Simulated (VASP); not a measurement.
An input for Ansatz (written as the equivalent of a VASP run, and not itself run):

Ansatz 0.2 input:
```yaml
crystal:
  lattice:
    - [-1.4569783, 1.4569783, 1.4569783]
    - [1.4569783, -1.4569783, 1.4569783]
    - [1.4569783, 1.4569783, -1.4569783]
  atoms:
    - { symbol: Fe, position: [0.0000000, 0.0000000, 0.0000000], spin: 2.7 }
kpoints:
  mp_grid: { grid: [18, 18, 18] }
hamiltonian:
  xc: r2scan
  pseudopotentials: { kind: paw }
magnetization: { spin_polarized: true }
scf:
  occupations: { method: methfessel_paxton, width: 0.1 }
  max_iter: 100
output: { forces: true, stress: true, eigenvalues: true }
```

**Question.** Translate this input to VASP (INCAR, KPOINTS, POSCAR, choice of POTCAR).

**Answer.** This is not unique; one that fits is 
**INCAR**
```
ALGO=Normal
EDIFF=1E-7
ENCUT=520
ISIF=2
ISMEAR=1
ISPIN=2
LASPH=.TRUE.
LCHARG=.FALSE.
LMAXMIX=4
LMIXTAU=.TRUE.
LORBIT=10
LREAL=.FALSE.
LWAVE=.FALSE.
MAGMOM=2.7
METAGGA=R2SCAN
NELM=100
PREC=Accurate
SIGMA=0.1
SYSTEM=Fe
```

File KPOINTS:
```
Automatic mesh
0
Gamma
18 18 18
0 0 0
```

### POSCAR
```
Fe
1
   -1.4569782895     1.4569782895     1.4569782895
    1.4569782895    -1.4569782895     1.4569782895
    1.4569782895     1.4569782895    -1.4569782895
Fe
1
Direct
  0.0000000000   0.0000000000   0.0000000000
```

POTCAR, in this order: Fe (PBE.64 set). Program: vasp_std.

The two are equivalent in intent, not identical: each code has its own PAW files, so the cut-off isn't converted (ENCUT is set for VASP's; basis.ecutwfc is left out, and Ansatz then takes the one that its files recommend); Ansatz stops its SCF on the density residual and VASP on the energy change (EDIFF).

The compound is Fe in the bcc structure. This cell is one point of a volume scan, at 1.06 of the reference volume.
